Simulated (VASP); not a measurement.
Al2O3:

```
CELL_PARAMETERS angstrom
2.37389 1.37057 4.31887
-2.37389 1.37057 4.31887
0.00000 -2.74113 4.31887
ATOMIC_POSITIONS crystal
Al 0.35188 0.35188 0.35188
Al 0.14812 0.14812 0.14812
Al 0.64812 0.64812 0.64812
Al 0.85188 0.85188 0.85188
O 0.55632 0.94368 0.25000
O 0.25000 0.55632 0.94368
O 0.94368 0.25000 0.55632
O 0.44368 0.05632 0.75000
O 0.75000 0.44368 0.05632
O 0.05632 0.75000 0.44368
```

The cell was built by a generator and needn't be a form met in nature.

Program: VASP 6.6.1. Alike in all runs: potentials or basis VASP PAW PBE potentials, release 64 (Al, O); cell as given; cutoff (eV) 520; smearing gaussian 0.02 eV. Hardware: 1 thread of AMD EPYC 9R45 96-Core Processor (Zen 5), with other jobs on the host.

Problem. Order these runs on this cell by their wall time, lowest first.
A. task band structure; level r2SCAN+rVV10; spin off; k mesh 8 × 8 × 8
B. task electrostatic potential; level PBE; spin off; k mesh 8 × 8 × 8
C. task electrostatic potential; level PBE; spin non-collinear, zero start, SOC; k mesh 8 × 8 × 8
D. task electrostatic potential; level HSE06; spin off; k mesh 4 × 4 × 4; grid for exact exchange (PRECFOCK) Fast; screening parameter 0.2 1/A

Solution. B (110 s), C (560 s), A (1300 s), D (3400 s).
